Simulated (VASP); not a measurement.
OSZICAR of a VASP run on Sn:

**OSZICAR**
```
       N       E                     dE             d eps       ncg     rms          rms(c)
DAV:   1     0.571886484349E+02    0.57189E+02   -0.46864E+03    64   0.618E+02
DAV:   2     0.547462000052E+01   -0.51714E+02   -0.48013E+02    64   0.188E+02
DAV:   3     0.143396214791E+00   -0.53312E+01   -0.53284E+01    72   0.529E+01
DAV:   4     0.617060165691E-01   -0.81690E-01   -0.75396E-01    48   0.777E+00
DAV:   5     0.574995431296E-01   -0.42065E-02   -0.41136E-02    72   0.163E+00    0.101E+01
DAV:   6    -0.355089551775E+00   -0.41259E+00   -0.46892E-01    52   0.845E+00    0.403E+00
DAV:   7    -0.472834032205E+00   -0.11774E+00   -0.76739E-02    48   0.316E+00    0.517E-01
DAV:   8    -0.479095186442E+00   -0.62612E-02   -0.45050E-03    48   0.410E-01    0.121E+00
DAV:   9    -0.476977817585E+00    0.21174E-02   -0.53583E-03    48   0.414E-01    0.694E-01
DAV:  10    -0.475791636742E+00    0.11862E-02   -0.40779E-04    64   0.128E-01    0.564E-01
DAV:  11    -0.481092221305E+00   -0.53006E-02   -0.17114E-03    52   0.391E-01    0.948E-01
DAV:  12    -0.478862332727E+00    0.22299E-02   -0.54347E-04    56   0.165E-01    0.333E-01
DAV:  13    -0.482407614564E+00   -0.35453E-02   -0.20080E-04    52   0.144E-01    0.531E-01
DAV:  14    -0.482777559414E+00   -0.36994E-03   -0.10353E-03    56   0.143E-01    0.225E-01
DAV:  15    -0.485045941403E+00   -0.22684E-02   -0.13773E-04    48   0.106E-01    0.636E-01
DAV:  16    -0.484784094842E+00    0.26185E-03   -0.49218E-05    56   0.614E-02    0.454E-01
DAV:  17    -0.485015727002E+00   -0.23163E-03   -0.20373E-05    56   0.548E-02    0.528E-01
DAV:  18    -0.484911456677E+00    0.10427E-03   -0.12549E-04    48   0.722E-02    0.143E-01
DAV:  19    -0.485079579252E+00   -0.16812E-03   -0.15579E-05    64   0.392E-02    0.156E-01
DAV:  20    -0.485175041980E+00   -0.95463E-04   -0.13820E-04    56   0.274E-02    0.310E-02
DAV:  21    -0.485420273043E+00   -0.24523E-03   -0.50554E-05    56   0.320E-02    0.526E-02
DAV:  22    -0.485467845280E+00   -0.47572E-04   -0.53526E-06    56   0.366E-02    0.106E-01
DAV:  23    -0.485447382312E+00    0.20463E-04   -0.67755E-06    48   0.120E-02    0.628E-02
DAV:  24    -0.485464459122E+00   -0.17077E-04   -0.55518E-05    56   0.250E-02    0.492E-02
DAV:  25    -0.485483292988E+00   -0.18834E-04   -0.14718E-06    56   0.137E-02    0.730E-02
DAV:  26    -0.485484366726E+00   -0.10737E-05   -0.13653E-05    64   0.115E-02    0.278E-02
DAV:  27    -0.485518229055E+00   -0.33862E-04   -0.23095E-06    64   0.126E-02    0.218E-02
DAV:  28    -0.485530630725E+00   -0.12402E-04   -0.43111E-07    56   0.765E-03    0.396E-02
DAV:  29    -0.485531662869E+00   -0.10321E-05   -0.62850E-07    56   0.809E-03    0.120E-02
DAV:  30    -0.485543600480E+00   -0.11938E-04   -0.91390E-07    60   0.494E-03    0.222E-03
DAV:  31    -0.485558830381E+00   -0.15230E-04   -0.49185E-07    56   0.311E-03    0.903E-04
DAV:  32    -0.485569080027E+00   -0.10250E-04   -0.24206E-07    40   0.220E-03    0.130E-03
DAV:  33    -0.485576777525E+00   -0.76975E-05   -0.14247E-07    48   0.119E-03    0.916E-04
DAV:  34    -0.485582044850E+00   -0.52673E-05   -0.78979E-08    56   0.899E-04    0.813E-04
DAV:  35    -0.485584229184E+00   -0.21843E-05   -0.34042E-08    48   0.566E-04    0.389E-04
DAV:  36    -0.485585610281E+00   -0.13811E-05   -0.26640E-08    48   0.450E-04    0.172E-04
DAV:  37    -0.485586513779E+00   -0.90350E-06   -0.18118E-08    48   0.319E-04
   1 F= -.48558651E+00 E0= -.48172996E+00  d E =-.771311E-02  mag=     2.0000
```

Task: Which electronic solver shows in the log?

Result: It is blocked Davidson (ALGO = Normal, or the opening steps of other solvers). The INCAR had ALGO = Normal.

Task: How was spin treated?

Result: Collinear spin (ISPIN = 2): the summary line carries one mag value, 2.00 μB in the cell.

Task: Can the final energy be trusted as converged?

Result: Self-consistency was reached. It stopped with EDIFF = 1E-6, NELM = 100 (LDA (Ceperley-Alder, Perdew-Zunger), plane waves, VASP's LDA PAW potentials (set 64)). The atom may not be in its lowest state.

The cell is a free atom in a box. The total moment is imposed (NUPDOWN), so this need not be the lowest spin state.
